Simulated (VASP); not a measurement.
OSZICAR of a VASP run on HfSiO4 (space group I4_1/amd):

OSZICAR:
```
       N       E                     dE             d eps       ncg     rms          rms(c)
DAV:   1     0.397434443408E+03    0.39743E+03   -0.44241E+04  2700   0.170E+03
DAV:   2    -0.206388535719E+03   -0.60382E+03   -0.59355E+03  3383   0.407E+02
DAV:   3    -0.236178284224E+03   -0.29790E+02   -0.29709E+02  3112   0.910E+01
DAV:   4    -0.236601316691E+03   -0.42303E+00   -0.42236E+00  3456   0.116E+01
DAV:   5    -0.236607679934E+03   -0.63632E-02   -0.63600E-02  3295   0.130E+00    0.789E+01
DAV:   6    -0.201823795582E+03    0.34784E+02   -0.51772E+01  3304   0.330E+01    0.603E+01
DAV:   7    -0.197574617887E+03    0.42492E+01   -0.69520E+00  3280   0.160E+01    0.293E+01
DAV:   8    -0.207944217701E+03   -0.10370E+02   -0.47411E+00  3166   0.141E+01    0.723E+00
DAV:   9    -0.194187991309E+03    0.13756E+02   -0.50723E+00  2959   0.111E+01    0.765E+00
DAV:  10    -0.197506757403E+03   -0.33188E+01   -0.24302E+00  3012   0.907E+00    0.306E+00
DAV:  11    -0.197625795258E+03   -0.11904E+00   -0.56270E-02  3270   0.155E+00    0.181E+00
DAV:  12    -0.197612252957E+03    0.13542E-01   -0.43256E-02  2940   0.165E+00    0.234E-01
DAV:  13    -0.197648333903E+03   -0.36081E-01   -0.23481E-02  2955   0.128E+00    0.250E-01
DAV:  14    -0.197648968973E+03   -0.63507E-03   -0.43169E-04  3432   0.140E-01    0.239E-01
DAV:  15    -0.197650578921E+03   -0.16099E-02   -0.24729E-03  2960   0.363E-01    0.317E-01
DAV:  16    -0.197651392574E+03   -0.81365E-03   -0.38488E-04  2996   0.169E-01    0.140E-01
DAV:  17    -0.197651362837E+03    0.29738E-04   -0.69946E-05  3000   0.773E-02    0.866E-02
DAV:  18    -0.197651501250E+03   -0.13841E-03   -0.32901E-05  2980   0.500E-02    0.447E-02
DAV:  19    -0.197651495497E+03    0.57535E-05   -0.21555E-05  2980   0.358E-02    0.160E-02
DAV:  20    -0.197651508117E+03   -0.12621E-04   -0.76706E-06  3124   0.159E-02    0.943E-03
DAV:  21    -0.197651509636E+03   -0.15182E-05   -0.18230E-06  3027   0.102E-02    0.168E-03
DAV:  22    -0.197651511602E+03   -0.19661E-05   -0.25143E-07  2209   0.397E-03    0.566E-04
DAV:  23    -0.197651510998E+03    0.60397E-06   -0.78775E-08  1934   0.221E-03    0.627E-04
DAV:  24    -0.197651511438E+03   -0.44067E-06   -0.28449E-08  1770   0.146E-03    0.230E-04
DAV:  25    -0.197651511204E+03    0.23462E-06   -0.37083E-09  1755   0.448E-04    0.200E-04
DAV:  26    -0.197651511223E+03   -0.18726E-07   -0.17058E-09  1755   0.236E-04
   1 F= -.19765151E+03 E0= -.19765151E+03  d E =0.000000E+00
       N       E                     dE             ncg
       N       E                     dE             ncg
```

**Question.** Which electronic solver shows in the log?

**Answer.** It is blocked Davidson (ALGO = Normal, or the opening steps of other solvers). The INCAR had ALGO = Normal.

**Question.** Can the final energy be trusted as converged?

**Answer.** The calculation finished and met its thresholds. It stopped with EDIFF = 1E-7, NELM = 100 (r2SCAN meta-GGA, plane waves, VASP's PBE PAW potentials (set 64)).

The structure comes from a computed database's HfSiO4 entry (I4_1/amd); how it stands against other phases isn't given here. It was relaxed first.
